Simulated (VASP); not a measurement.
Given:

```
BeTe
1.0
    0.00000     2.87130     2.87130
    2.87130     0.00000     2.87130
    2.87130     2.87130     0.00000
Be Te
1 1
Direct
  0.00000   0.00000   0.00000
  0.25000   0.25000   0.25000
```

Method: PBE GGA, VASP's PBE PAW potentials (set 64) (plane waves; VASP). Run with 400 eV cut-off, 6×6×6 Γ-centred mesh, Gaussian smearing of 0.050 eV, potentials Be Te.

Unless said otherwise, spin-orbit coupling is left out, though it shifts the bands of the heavy elements here.

Problem. Estimate the energy per atom (σ→0), pressure, band gap (on the k-mesh) with the smallest direct gap where there is one.

Solution. 
band gap (on the k-mesh): 2.11 eV
smallest direct gap (on the k-mesh): 3.41 eV
energy per atom (σ→0): -3.803 eV/atom
pressure: -2.02 GPa

The absolute energy has meaning only against runs of the same code, potentials and settings.

The compound is BeTe in the zinc blende structure. The cell was not relaxed at this level.
